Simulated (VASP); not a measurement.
Here is the system:

```yaml
crystal:
  lattice:
    - [5.59758, 0.00000, 0.00000]
    - [0.00000, 5.59758, 0.00000]
    - [0.00000, 0.00000, 5.59758]
  atoms:
    - { symbol: Ga, position: [0.00453, 0.00453, 0.00453] }
    - { symbol: Ga, position: [0.49547, 0.49547, 0.00453] }
    - { symbol: Ga, position: [0.49547, 0.00453, 0.49547] }
    - { symbol: Ga, position: [0.00453, 0.49547, 0.49547] }
    - { symbol: P, position: [0.25000, 0.25000, 0.25000] }
    - { symbol: As, position: [0.75000, 0.75000, 0.25000] }
    - { symbol: As, position: [0.75000, 0.25000, 0.75000] }
    - { symbol: As, position: [0.25000, 0.75000, 0.75000] }
```

Level of theory: PBEsol GGA, VASP's PBE PAW potentials (set 64) (plane waves; VASP). Numerical set-up: 400 eV cut-off, 5×5×5 Γ-centred mesh, tetrahedra with Blöchl corrections, potentials Ga_d P As.

The cores are frozen, which limits the accuracy of field gradients.

Give the principal components of the electric field gradient (V/Å²) and the asymmetry η at each nucleus.

```json
[
 {"atom": "Ga1", "Vxx": "1.4", "Vyy": "1.4", "Vzz": "-2.7", "η": "0.00"},
 {"atom": "Ga2", "Vxx": "1.4", "Vyy": "1.4", "Vzz": "-2.7", "η": "0.00"},
 {"atom": "Ga3", "Vxx": "1.4", "Vyy": "1.4", "Vzz": "-2.7", "η": "0.00"},
 {"atom": "Ga4", "Vxx": "1.4", "Vyy": "1.4", "Vzz": "-2.7", "η": "0.00"},
 {"atom": "P5", "Vxx": "0.0", "Vyy": "0.0", "Vzz": "0.0", "η": "-"},
 {"atom": "As6", "Vxx": "5.8", "Vyy": "5.8", "Vzz": "-11.6", "η": "0.00"},
 {"atom": "As7", "Vxx": "5.8", "Vyy": "5.8", "Vzz": "-11.6", "η": "0.00"},
 {"atom": "As8", "Vxx": "5.8", "Vyy": "5.8", "Vzz": "-11.6", "η": "0.00"}
]
```

The structure was generated: Ga4As3P was put into an ordered model structure (P-43m), which need not be its known phase. It was relaxed first.
